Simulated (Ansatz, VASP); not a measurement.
# AlNi in two plane-wave programs, part 2 of 2

Aim: how closely do two programs agree when they are given the same cell, functional and k mesh? The structure shown is the end of the Ansatz relaxation below.

VASP 6.6.1 and Ansatz 0.2.0.

So far: The starting structure; Ansatz: relaxation, PBEsol; VASP: single point, PBEsol, pair 1; Comparison.

**6. VASP: single point, PBEsol, pair 2**

Level of this step: PBEsol, no spin polarisation; plane waves and PAW (Al, Ni) (VASP).

The same cell, functional, mesh and smearing now go to VASP, with its own data sets.

INCAR

```
SYSTEM = AlNi
PREC = Accurate
ENCUT = 600
EDIFF = 1E-06
NELM = 120
ISMEAR = 1
SIGMA = 0.2
LREAL = .FALSE.
ALGO = Normal
GGA = PS
NBANDS = 12
LASPH = .TRUE.
LORBIT = 11
LWAVE = .FALSE.
LCHARG = .FALSE.
ISIF = 2
GGA_COMPAT = .FALSE.
KPAR = 2
```

POSCAR

```
AlNi
1.0
    2.8952709570      0.0000000000      0.0000000000
    0.0000000000      2.8952709570      0.0000000000
    0.0000000000      0.0000000000      2.7758869134
Al Ni
1 1
Direct
    0.0000000000      0.0000000000      0.0000000000
    0.5000000000      0.5000000000      0.5000000000
```

KPOINTS

```
Automatic mesh
0
Gamma
16 16 16
0 0 0
```

PAW data sets: Al and Ni (PBE family, release 64).

Started as:

```
$ mpirun -np 2 vasp_std
```

Numbers of over 12 decimals in the logs are rounded to 6 here.

What it wrote:

```text
[banner, memory and clock lines left out]
running    2 mpi-ranks, on    1 nodes
[...]
[... a notice as in an earlier step ...]

 LDA part: xc-table for (Slater+PW92), standard interpolation
 POSCAR, INCAR and KPOINTS ok, starting setup
[...]
entering main loop
       N       E                     dE             d eps       ncg     rms          rms(c)
DAV:   1     0.439713958517E+02    0.43971E+02   -0.61484E+03  9768   0.128E+03
DAV:   2    -0.114283603270E+02   -0.55400E+02   -0.51120E+02  9976   0.208E+02
DAV:   3    -0.132134389697E+02   -0.17851E+01   -0.17625E+01 11808   0.435E+01
DAV:   4    -0.132388333971E+02   -0.25394E-01   -0.25382E-01 10872   0.466E+00
[...]
DAV:  11    -0.115769563418E+02   -0.63476E-06   -0.57778E-05 11948   0.741E-02    0.232E-02
DAV:  12    -0.115769549452E+02    0.13966E-05   -0.72899E-06 11320   0.439E-02    0.417E-03
DAV:  13    -0.115769545487E+02    0.39652E-06   -0.19255E-07  5880   0.615E-03
   1 F= -.11576955E+02 E0= -.11576827E+02  d E =-.381912E-03
```

OUTCAR, selected parts (step 6):

```text
  Total        0.0223429      0.0223429      0.6437135      0.0000000     -0.0000000      0.0000000
  in kB        1.5383999      1.5383999     44.3223727      0.0000000     -0.0000000      0.0000000
  external PRESSURE =      15.7997242 kB  Pullay stress =       0.0000000 kB

 POSITION                                       TOTAL-FORCE (eV/Angst)
 -----------------------------------------------------------------------------------
      0.00000      0.00000      0.00000         0.000000      0.000000      0.000000
      1.44764      1.44764      1.38794         0.000000      0.000000      0.000000
 -----------------------------------------------------------------------------------
    total drift:                                0.000000     -0.000000     -0.000000

  FREE ENERGIE OF THE ION-ELECTRON SYSTEM (eV)
  ---------------------------------------------------
  free  energy   TOTEN  =       -11.5769545487 eV

  energy  without entropy=      -11.5765726370  energy(sigma->0) =      -11.57682724

[... 1 part as in an earlier step ...]

[... 2 further parts left out ...]
[key lines of the parts left out:]
E-fermi :  10.2620
```

The run ends at a pressure of 1.58 GPa.

**7. Comparison**

What differs besides the data sets and the points named for the pairs above, as far as they apply: the data sets hold 21 valence electrons in Ansatz (on its PAW soft_1 files) and 13 in VASP. Total energies have different zeros and are not compared.

Both answers:

```
      quantity  Ansatz  VASP  difference
pressure (GPa)    1.39  1.58       -0.19
```

**8. Ansatz: relaxation, PBEsol**

This run makes the geometry at which the two programs are then compared. The cell compared in this pair holds 23.49 Å³, against 23.27 Å³ for the pair before.

The structure compared here is the end of the Ansatz relaxation.

input.yaml

```yaml
crystal:
  lattice:
    - [2.8617390861, 0.0, 0.0]
    - [0.0, 2.8617390861, 0.0]
    - [0.0, 0.0, 2.890356477]
  atoms:
    - { symbol: Al, position: [0.0, 0.0, 0.0] }
    - { symbol: Ni, position: [0.5, 0.5, 0.5] }
kpoints:
  mp_grid: { grid: [16, 16, 16] }
hamiltonian:
  xc: pbesol
  pseudopotentials: { kind: paw, azcp: { folder: soft_1 }, xc_functional: pbe }
scf:
  occupations: { method: methfessel_paxton, width: 0.2 }
output:
  forces: true
  stress: true
  eigenvalues: true
relax:
  adjacent_minimum: "off"
  f_tol: 0.001
  max_steps: 60
  cell: { stress_tol: 0.01, fix: [c, angles] }
```

Started as:

```
$ ansatz run input.yaml --threads 4 --pin off --max-ram 10240MiB --backend cpu --events-out ev --progress --plain --runs-dir out
```

What it wrote:

```text
[...]
Crystal: 2 atoms, lattice volume = 23.671 Å³
Basis set: ecut = 420 eV, 461 PW (Γ), exchange–correlation on 40×40×40 points (8 copies of the dense FFT grid, shifted against one another)
Bands: 15, of which v1, the nominal top of the filled ones, is band 11 counted from 1 (10 counted from 0)
Symmetry: 16 space group operations
[...]
k-points: 405 of 4096
[...]
k-point 404: bands = [... 7 lower, 13.0355, 13.0741, 15.9525, 15.9826, 15.9826, 17.9165, 18.5564, 18.5564]
--- Relaxed structure (4 steps of the walk, 4 accepted, 1 SCFs on fresh bases) ---
[...]
cell:  # Å, volume = 23.4918 Å³
    - [2.850904, 0, 0]
    - [0, 2.850904, 0]
    - [0, 0, 2.890356477]
  atoms:
    - { symbol: Al, position: [0, 0, 0] }
    - { symbol: Ni, position: [0.5, 0.5, 0.5] }
[key lines of the parts left out:]
SCF converged after 5 iterations
Free energy (F): -6330.873565 eV
Fermi energy:    14.041299 eV
P = ⅓ Tr σ = -0.3976 GPa (-3.976 kbar)
```

**9. VASP: single point, PBEsol, pair 3**

The same cell, functional, mesh and smearing now go to VASP, with its own data sets.

INCAR is that of step 6.

POSCAR

```
AlNi
1.0
    2.8509037308      0.0000000000      0.0000000000
    0.0000000000      2.8509037308      0.0000000000
    0.0000000000      0.0000000000      2.8903564770
Al Ni
1 1
Direct
    0.0000000000      0.0000000000      0.0000000000
    0.5000000000      0.5000000000      0.5000000000
```

KPOINTS is that of step 6.

Started as:

```
$ mpirun -np 2 vasp_std
```

What it wrote:

```text
[... set-up lines as in an earlier step ...]
 entering main loop
       N       E                     dE             d eps       ncg     rms          rms(c)
DAV:   1     0.434693660630E+02    0.43469E+02   -0.60766E+03  9784   0.128E+03
DAV:   2    -0.114456488079E+02   -0.54915E+02   -0.50682E+02 10004   0.207E+02
DAV:   3    -0.131992927536E+02   -0.17536E+01   -0.17304E+01 11744   0.431E+01
DAV:   4    -0.132246067992E+02   -0.25314E-01   -0.25306E-01 10876   0.464E+00
[...]
DAV:  11    -0.115859087637E+02   -0.24513E-05   -0.67022E-05 12172   0.730E-02    0.254E-02
DAV:  12    -0.115859073786E+02    0.13852E-05   -0.47208E-06 10344   0.356E-02    0.401E-03
DAV:  13    -0.115859070051E+02    0.37346E-06   -0.27461E-07  5840   0.582E-03
   1 F= -.11585907E+02 E0= -.11586208E+02  d E =0.901672E-03
```

Parts of OUTCAR (step 9):

```text
  Total        0.0249438      0.0249438     -0.1546275      0.0000000     -0.0000000      0.0000000
  in kB        1.7012073      1.7012073    -10.5458337      0.0000000     -0.0000000      0.0000000
  external PRESSURE =      -2.3811397 kB  Pullay stress =       0.0000000 kB

 POSITION                                       TOTAL-FORCE (eV/Angst)
 -----------------------------------------------------------------------------------
      0.00000      0.00000      0.00000         0.000000      0.000000      0.000000
      1.42545      1.42545      1.44518         0.000000      0.000000      0.000000
 -----------------------------------------------------------------------------------
    total drift:                                0.000000      0.000000     -0.000000

  FREE ENERGIE OF THE ION-ELECTRON SYSTEM (eV)
  ---------------------------------------------------
  free  energy   TOTEN  =       -11.5859070051 eV

  energy  without entropy=      -11.5868086769  energy(sigma->0) =      -11.58620756

[... 1 part as in an earlier step ...]

[... 2 further parts left out ...]
[key lines of the parts left out:]
E-fermi :  10.1305
```

The run ends at a pressure of -0.24 GPa.

**10. Differences**

What differs besides the data sets and the points named for the pairs above, as far as they apply: the data sets hold 21 valence electrons in Ansatz (on its PAW soft_1 files) and 13 in VASP. Total energies have different zeros and are not compared.

Both answers:

```
      quantity  Ansatz   VASP  difference
pressure (GPa)   -0.40  -0.24       -0.16
```

**11. Summary of results**

| Property | Result |
| --- | --- |
| difference in pressure (single point, PBEsol, pair 1) | -0.17 GPa |
| difference in pressure (single point, PBEsol, pair 2) | -0.19 GPa |
| difference in pressure (single point, PBEsol, pair 3) | -0.16 GPa |

In words: The difference in pressure is -0.19 GPa (single point, PBEsol, pair 2), within the 1 GPa picked in this series as the mark of a large difference. The data sets hold unlike numbers of valence electrons (21 in Ansatz and 13 in VASP), so part of the differences comes from the potentials. 13 further runs of this series are not shown here. How closely two codes agree says nothing of how well the functional describes the real material.

[Lines on the potential files, build, host, timing and source positions are cut from VASP's logs without a mark.]

[Logs are printed without paths, hosts, clocks, repeated set-up lines and the standing remarks that a program may print on its own settings, such as how far it seeks lower states.]

[Hosts, paths, dates, database ids (printed as entryN), source tags and the programs' standing remarks are cut or masked in the printed files.]
